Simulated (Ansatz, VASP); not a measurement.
# Ga3Co (Ga3Co (P4_2/mnm)) in two plane-wave programs, part 2 of 2

One calculation is typed for both programs; each brings its own data sets. How far apart do they land? The cell is taken from a series of runs on this material, whose earlier steps may have relaxed, scaled, displaced or heated it; both programs get it as it stands.

VASP 6.6.1 and Ansatz 0.2.0.

So far: The structure; Ansatz: relaxation of cell and atoms, r2SCAN.

### 3. VASP: relaxation of cell and atoms, r2SCAN

Level of this step: r2SCAN, no spin polarisation; plane waves and PAW (Ga_d, Co) (VASP).

The same cell, functional, mesh and smearing now go to VASP, with its own data sets.

Lines of VASP's logs that name or quote its potential files are left out, and so is its time.

INCAR

```
SYSTEM = Ga3Co
PREC = Accurate
ENCUT = 660
EDIFF = 1E-07
NELM = 120
ISMEAR = -1
SIGMA = 0.05
LREAL = .FALSE.
ALGO = Normal
METAGGA = R2SCAN
LASPH = .TRUE.
NBANDS = 119
LORBIT = 11
LWAVE = .FALSE.
LCHARG = .FALSE.
ISIF = 3
IBRION = 2
NSW = 80
EDIFFG = -0.005
GGA_COMPAT = .FALSE.
NELMIN = 4
LMIXTAU = .TRUE.
KPAR = 4
```

POSCAR

```
Ga3Co
1.0
    6.1807290000      0.0000000000      0.0000000000
    0.0000000000      6.1807290000      0.0000000000
    0.0000000000      0.0000000000      6.3940230000
Ga Co
12 4
Direct
    0.5000000000      0.0000000809      0.0000000000
    0.5000000000      0.0000000809      0.5000000000
    0.0000000000      0.5000000809      0.0000000000
    0.0000000000      0.5000000809      0.5000000000
    0.6517366317      0.3482634492      0.7429850894
    0.8482633683      0.8482634492      0.7570149106
    0.1517366317      0.1517367126      0.7570149106
    0.3482633683      0.6517367126      0.7429850894
    0.3482633683      0.6517367126      0.2570149106
    0.6517366317      0.3482634492      0.2570149106
    0.8482633683      0.8482634492      0.2429850894
    0.1517366317      0.1517367126      0.2429850894
    0.8440912067      0.1559088742      0.0000000000
    0.6559087933      0.6559088742      0.5000000000
    0.3440912067      0.3440912876      0.5000000000
    0.1559087933      0.8440912876      0.0000000000
```

KPOINTS

```
Automatic mesh
0
Gamma
6 6 6
0 0 0
```

The projector-augmented-wave data sets are Ga_d and Co (PBE family, release 64).

Started as:

```console
$ mpirun -np 4 vasp_std
```

Numbers of over 12 decimals in the logs are rounded to 6 here.

What it wrote:

```text
[banner, memory and clock lines left out]
running    4 mpi-ranks, on    1 nodes
 distrk:  each k-point on    1 cores,    4 groups
 distr:  one band on    1 cores,    1 groups

 POSCAR found type information on POSCAR GaCo
 POSCAR found :  2 types and      16 ions
|                                                                             |
|               ----> ADVICE to this user running VASP <----                  |
|                                                                             |
|     You enforced a specific xc type in the INCAR file but a different       |
|     [... a line on the potential file left out ...]
|     I HOPE YOU KNOW WHAT YOU ARE DOING!                                     |
|                                                                             |

 LDA part: xc-table for (None), standard interpolation
 POSCAR, INCAR and KPOINTS ok, starting setup
 FFT: planning ... GRIDC
 FFT: planning ... GRID_SOFT
 FFT: planning ... GRID
 WAVECAR not read
 entering main loop
       N       E                     dE             d eps       ncg     rms          rms(c)
DAV:   1     0.230864533056E+04    0.23086E+04   -0.92678E+04  9818   0.366E+03
DAV:   2     0.361173042133E+03   -0.19475E+04   -0.18481E+04  9520   0.983E+02
DAV:   3    -0.159417380875E+03   -0.52059E+03   -0.49115E+03 10023   0.315E+02
DAV:   4    -0.215334566056E+03   -0.55917E+02   -0.53123E+02 10339   0.100E+02
DAV:   5    -0.218308329675E+03   -0.29738E+01   -0.29080E+01 11880   0.258E+01    0.223E+01
DAV:   6    -0.217127704731E+03    0.11806E+01   -0.78692E+01 10346   0.636E+01    0.336E+01
DAV:   7    -0.197632701324E+03    0.19495E+02   -0.30862E+01 10310   0.485E+01    0.368E+00
DAV:   8    -0.193107942225E+03    0.45248E+01   -0.71060E+00 12696   0.101E+01    0.582E+00
DAV:   9    -0.192917756499E+03    0.19019E+00   -0.14016E+00 10196   0.817E+00    0.120E+00
DAV:  10    -0.193442023192E+03   -0.52427E+00   -0.43158E-01 10677   0.271E+00    0.823E-01
DAV:  11    -0.193458667517E+03   -0.16644E-01   -0.54670E-02 11570   0.191E+00    0.573E-01
DAV:  12    -0.193458261720E+03    0.40580E-03   -0.10404E-02 12010   0.101E+00    0.412E-01
DAV:  13    -0.193460076163E+03   -0.18144E-02   -0.71305E-03 10352   0.772E-01    0.431E-02
DAV:  14    -0.193461717162E+03   -0.16410E-02   -0.27668E-03 10786   0.389E-01    0.487E-02
DAV:  15    -0.193461803920E+03   -0.86758E-04   -0.86478E-04 15344   0.170E-01    0.340E-02
DAV:  16    -0.193461723874E+03    0.80046E-04   -0.83588E-05 11314   0.660E-02    0.954E-03
DAV:  17    -0.193461727912E+03   -0.40384E-05   -0.41761E-05 10281   0.343E-02    0.427E-03
DAV:  18    -0.193461734311E+03   -0.63987E-05   -0.57393E-06 11289   0.137E-02    0.430E-03
DAV:  19    -0.193461737870E+03   -0.35596E-05   -0.16720E-06 10689   0.955E-03    0.311E-03
DAV:  20    -0.193461741066E+03   -0.31955E-05   -0.16088E-06  8139   0.854E-03    0.640E-04
DAV:  21    -0.193461741390E+03   -0.32394E-06   -0.31737E-07  8084   0.301E-03    0.513E-04
DAV:  22    -0.193461741494E+03   -0.10380E-06   -0.41982E-08  5579   0.151E-03    0.308E-04
DAV:  23    -0.193461741560E+03   -0.66331E-07   -0.30721E-08  5558   0.110E-03
   1 F= -.19346174E+03 E0= -.19344872E+03  d E =-.193462E+03
 curvature:   0.00 expect dE= 0.000E+00 dE for cont linesearch  0.000E+00
 trial: gam= 0.00000 g(F)=  0.172E-03 g(S)=  0.420E-04 ort = 0.000E+00 (trialstep = 0.100E+01)
 search vector abs. value=  0.214E-03
 bond charge predicted
       N       E                     dE             d eps       ncg     rms          rms(c)
DAV:   1    -0.193462238360E+03   -0.49687E-03   -0.40439E-02 10454   0.925E-01    0.217E-01
DAV:   2    -0.193463673490E+03   -0.14351E-02   -0.93212E-03 10448   0.767E-01    0.372E-01
DAV:   3    -0.193461953448E+03    0.17200E-02   -0.37906E-03 14472   0.523E-01    0.803E-02
DAV:   4    -0.193461891335E+03    0.62112E-04   -0.45106E-04 12438   0.118E-01    0.336E-02
DAV:   5    -0.193461880754E+03    0.10581E-04   -0.66607E-05 11113   0.790E-02    0.751E-03
DAV:   6    -0.193461875446E+03    0.53084E-05   -0.15830E-05 10120   0.396E-02    0.470E-03
DAV:   7    -0.193461871571E+03    0.38750E-05   -0.45132E-06 10651   0.185E-02    0.164E-03
DAV:   8    -0.193461868823E+03    0.27483E-05   -0.12156E-06 10192   0.102E-02    0.654E-04
DAV:   9    -0.193461868138E+03    0.68488E-06   -0.27589E-07  6989   0.651E-03    0.237E-04
DAV:  10    -0.193461867894E+03    0.24326E-06   -0.14801E-07  5544   0.205E-03    0.220E-04
DAV:  11    -0.193461867826E+03    0.68481E-07   -0.48627E-08  5383   0.144E-03
   2 F= -.19346187E+03 E0= -.19344887E+03  d E =-.126266E-03
 trial-energy change:   -0.000126  1 .order   -0.000089   -0.000214    0.000036
 step:   0.9207(harm=  0.8550)  dis= 0.00068  next Energy=  -193.461869 (dE=-0.128E-03)
 bond charge predicted
       N       E                     dE             d eps       ncg     rms          rms(c)
DAV:   1    -0.193461880067E+03   -0.12173E-04   -0.25346E-04 10490   0.735E-02    0.173E-02
DAV:   2    -0.193461883810E+03   -0.37423E-05   -0.59374E-05 10442   0.612E-02    0.298E-02
DAV:   3    -0.193461874181E+03    0.96289E-05   -0.24047E-05 14336   0.416E-02    0.636E-03
DAV:   4    -0.193461872055E+03    0.21254E-05   -0.28448E-06 11924   0.899E-03    0.269E-03
DAV:   5    -0.193461872167E+03   -0.11218E-06   -0.41144E-07  8084   0.620E-03    0.606E-04
DAV:   6    -0.193461872644E+03   -0.47693E-06   -0.97051E-08  5656   0.334E-03    0.376E-04
DAV:   7    -0.193461873182E+03   -0.53776E-06   -0.29153E-08  5250   0.156E-03    0.114E-04
DAV:   8    -0.193461873380E+03   -0.19832E-06   -0.11841E-08  5229   0.102E-03    0.467E-05
DAV:   9    -0.193461873444E+03   -0.63294E-07   -0.45115E-09  5201   0.663E-04
   3 F= -.19346187E+03 E0= -.19344887E+03  d E =-.131884E-03
 curvature:  -0.34 expect dE=-0.744E-05 dE for cont linesearch -0.363E-06
 trial: gam= 0.17323 g(F)=  0.104E-04 g(S)=  0.115E-04 ort =-0.151E-04 (trialstep = 0.984E+00)
 search vector abs. value=  0.231E-04
 reached required accuracy - stopping structural energy minimisation
```

Parts of OUTCAR (step 3):

```text
ion  position               nearest neighbor table
   1  0.500  0.000  0.000-  13 2.33  16 2.33   7 2.82  12 2.82  11 2.82   6 2.82   5 2.87  10 2.87
                             9 2.87   8 2.87
   2  0.500  0.000  0.500-  14 2.33  15 2.33   5 2.82  10 2.82   9 2.82   8 2.82   7 2.87  12 2.87
                            11 2.87   6 2.87
   3  0.000  0.500  0.000-  13 2.33  16 2.33   6 2.82  11 2.82   7 2.82  12 2.82   8 2.87   9 2.87
                             5 2.87  10 2.87
   4  0.000  0.500  0.500-  14 2.33  15 2.33   8 2.82   9 2.82   5 2.82  10 2.82   6 2.87  11 2.87
                             7 2.87  12 2.87
   5  0.652  0.348  0.743-  13 2.35  15 2.46  14 2.46   8 2.65   2 2.82   4 2.82   1 2.87   3 2.87

  LATTYP: Found a simple tetragonal cell.
 ALAT       =     6.1807290000
 C/A-ratio  =     1.0345095214

 Subroutine GETGRP returns: Found 16 space group operations
 (whereof  8 operations were pure point group operations)

The static configuration has the point symmetry D_2h.
 The point group associated with its full space group is D_4h.

 Found     40 irreducible k-points:

   k-points           NKPTS =     40   k-points in BZ     NKDIM =     40   number of bands    NBANDS=    119

   dimension x,y,z NGX =    54 NGY =   54 NGZ =   54
   dimension x,y,z NGXF=   108 NGYF=  108 NGZF=  108

   ENCUT  =  660.0 eV  48.51 Ry    6.96 a.u.  12.95 12.95 13.39*2*pi/ulx,y,z

   NELECT =     192.0000    total number of electrons

 k-points in reciprocal lattice and weights: Automatic mesh
   0.00000000  0.00000000  0.00000000       0.005
   0.16666667  0.00000000  0.00000000       0.019
   0.33333333  0.00000000  0.00000000       0.019
   0.50000000  0.00000000  0.00000000       0.009
   0.16666667  0.16666667  0.00000000       0.019
   0.33333333  0.16666667  0.00000000       0.037
   0.50000000  0.16666667  0.00000000       0.019
   0.33333333  0.33333333  0.00000000       0.019
   0.50000000  0.33333333  0.00000000       0.019
[...]
0.50000000  0.33333333  0.50000000       0.019
   0.50000000  0.50000000  0.50000000       0.005

 average (electrostatic) potential at core
       1 -68.1994       2 -68.1994       3 -68.1994       4 -68.1994       5 -68.0575
       6 -68.0575       7 -68.0575       8 -68.0575       9 -68.0575      10 -68.0575
      11 -68.0575      12 -68.0575      13 -86.0445      14 -86.0445      15 -86.0445
      16 -86.0445

 E-fermi :   7.2943

 k-point     1 :       0.0000    0.0000    0.0000
  band No.  band energies     occupation
    ...
     95       6.9189      1.99890
     96       6.9599      1.99751
     97       7.0085      1.99343
     98       7.0085      1.99343
     99       7.1079      1.95301
    100       8.1415      0.00000
    101       8.5048      0.00000
    102       9.0997      0.00000
    103       9.0997      0.00000
    104       9.1823      0.00000
    ...

 k-point     2 :       0.1667    0.0000    0.0000
  band No.  band energies     occupation
    ...
     93       5.9021      2.00000
     94       5.9813      2.00000
     95       6.8329      1.99980
     96       6.8978      1.99928
     97       7.0803      1.97270
     98       7.4648      0.06389
     99       7.4706      0.05711
    100       7.8573      0.00003
    101       8.0958      0.00000
    102       8.5410      0.00000
    ...

 k-point     3 :       0.3333    0.0000    0.0000
  band No.  band energies     occupation
    ...
     92       5.8815      2.00000
     93       5.8820      2.00000
     94       5.9765      2.00000
     95       6.8227      1.99984
     96       6.9569      1.99765
     97       7.4818      0.04596
     98       7.6308      0.00239
     99       7.8966      0.00001
    100       7.9880      0.00000
    101       8.1600      0.00000
    ...

  Total        0.0372997      0.0372997      0.0322827      0.0000000      0.0000000      0.0000000
  in kB        0.2447860      0.2447860      0.2118608      0.0000000      0.0000000      0.0000000
  external PRESSURE =       0.2338109 kB  Pullay stress =       0.0000000 kB

  energy-cutoff  :      660.00
  volume of cell :      244.13
      direct lattice vectors                 reciprocal lattice vectors
     6.179323166  0.000000000  0.000000000     0.161830021  0.000000000  0.000000000
     0.000000000  6.179323166  0.000000000    -0.000000000  0.161830021  0.000000000
     0.000000000  0.000000000  6.393627660     0.000000000  0.000000000  0.156405730

 POSITION                                       TOTAL-FORCE (eV/Angst)
 -----------------------------------------------------------------------------------
      3.08966      0.00000      0.00000         0.000000      0.000000      0.000000
      3.08966      0.00000      3.19681         0.000000      0.000000      0.000000
      0.00000      3.08966      0.00000         0.000000      0.000000      0.000000
      0.00000      3.08966      3.19681         0.000000      0.000000      0.000000
      4.02697      2.15235      4.74969         0.000929     -0.000929     -0.003919
      5.24201      5.24201      4.84075        -0.000929     -0.000929      0.003919
      0.93731      0.93731      4.84075         0.000929      0.000929      0.003919
      2.15235      4.02697      4.74969        -0.000929      0.000929     -0.003919
      2.15235      4.02697      1.64394        -0.000929      0.000929      0.003919
      4.02697      2.15235      1.64394         0.000929     -0.000929      0.003919
      5.24201      5.24201      1.55288        -0.000929     -0.000929     -0.003919
      0.93731      0.93731      1.55288         0.000929      0.000929     -0.003919
      5.21637      0.96295      0.00000        -0.003132      0.003132      0.000000
      4.05261      4.05261      3.19681         0.003132      0.003132      0.000000
      2.12671      2.12671      3.19681        -0.003132     -0.003132      0.000000
      0.96295      5.21637      0.00000         0.003132     -0.003132      0.000000
 -----------------------------------------------------------------------------------
    total drift:                               -0.000469     -0.000657      0.000001

  FREE ENERGIE OF THE ION-ELECTRON SYSTEM (eV)
  ---------------------------------------------------
  free  energy   TOTEN  =      -193.4618734437 eV

  energy  without entropy=     -193.4358657374  energy(sigma->0) =     -193.44886959

 reached required accuracy - stopping structural energy minimisation

 total charge
# of ion       s       p       d       tot
------------------------------------------
    1        0.939   0.731  10.001  11.671
    2        0.939   0.731  10.001  11.671
    3        0.939   0.731  10.001  11.671
    4        0.939   0.731  10.001  11.671
    5        0.890   0.766   9.996  11.652
    6        0.890   0.766   9.996  11.652
    7        0.890   0.766   9.996  11.652
    8        0.890   0.766   9.996  11.652
    9        0.890   0.766   9.996  11.652
   10        0.890   0.766   9.996  11.652
   11        0.890   0.766   9.996  11.652
   12        0.890   0.766   9.996  11.652
   13        0.453   0.608   7.537   8.598
   14        0.453   0.608   7.537   8.598
   15        0.453   0.608   7.537   8.598
   16        0.453   0.608   7.537   8.598
--------------------------------------------------
tot         12.688  11.485 150.120 174.292

[... 3 further parts left out ...]
```

CONTCAR:

```
Ga3Co
   1.00000000000000
     6.1793231664176025    0.0000000000000000    0.0000000000000000
     0.0000000000000000    6.1793231664176025    0.0000000000000000
     0.0000000000000000    0.0000000000000000    6.3936276600382582
  Ga              Co
    12     4
Direct
     0.5000000000000000    0.0000000809000014    0.0000000000000000
     0.5000000000000000    0.0000000809000014    0.5000000000000000
     0.0000000000000000    0.5000000809000014    0.0000000000000000
     0.0000000000000000    0.5000000809000014    0.5000000000000000
     0.6516848445390551    0.3483152363609391    0.7428787595609110
     0.8483151554609449    0.8483152363609392    0.7571212404390890
     0.1516848445390551    0.1516849254390565    0.7571212404390890
     0.3483151554609449    0.6516849254390564    0.7428787595609110
     0.3483151554609449    0.6516849254390564    0.2571212404390890
     0.6516848445390551    0.3483152363609391    0.2571212404390890
     0.8483151554609449    0.8483152363609392    0.2428787595609110
     0.1516848445390551    0.1516849254390565    0.2428787595609110
     0.8441655240697395    0.1558345568302618    0.0000000000000000
     0.6558344759302605    0.6558345568302618    0.5000000000000000
     0.3441655240697395    0.3441656049697409    0.5000000000000000
     0.1558344759302605    0.8441656049697409    0.0000000000000000
```

This run has no spin polarisation, so a moment on Co, if there is one, isn't seen. The run keeps the 16 symmetry operations of its start, so it cannot find a distortion of lower symmetry.

### 4. Side by side

Known differences besides the potentials themselves: VASP keeps PBE cores, Ansatz makes them for the functional; the data sets hold 224 valence electrons in Ansatz (on its PAW soft_1 files) and 192 in VASP; the cutoff is 500 eV in Ansatz and 660 eV in VASP; Ansatz adds a Pulay correction to the stress that steers its cell, VASP none. Total energies have different zeros and are not compared.

The two programs side by side:

```tsv
quantity	Ansatz	VASP	difference
volume (Å³)	244.50	244.13	+0.15 %
edge a after relaxation, in the typed setting (Å)	6.179	6.179	-0.01 %
edge c after relaxation, in the typed setting (Å)	6.404	6.394	+0.17 %
```

### 5. What came out

| Quantity | Value |
| --- | --- |
| difference in edge c after relaxation, in the typed setting (relaxation of cell and atoms, r2SCAN) | 0.17 % |

In words: The difference in edge c after relaxation, in the typed setting is 0.17 % (relaxation of cell and atoms, r2SCAN), within the 1.2 % picked in this series as the mark of a large difference, as far as the stopping tolerances let one tell. The data sets hold unlike numbers of valence electrons (224 in Ansatz and 192 in VASP), so part of the differences comes from the potentials. How closely two codes agree says nothing of how well the functional describes the real material.

[Lines on the potential files, build, host, timing and source positions are cut from VASP's logs without a mark.]

[Logs are printed without paths, hosts, clocks, repeated set-up lines and the standing remarks that a program may print on its own settings, such as how far it seeks lower states.]

[Hosts, paths, dates, database ids (printed as entryN), source tags and the programs' standing remarks are cut or masked in the printed files.]
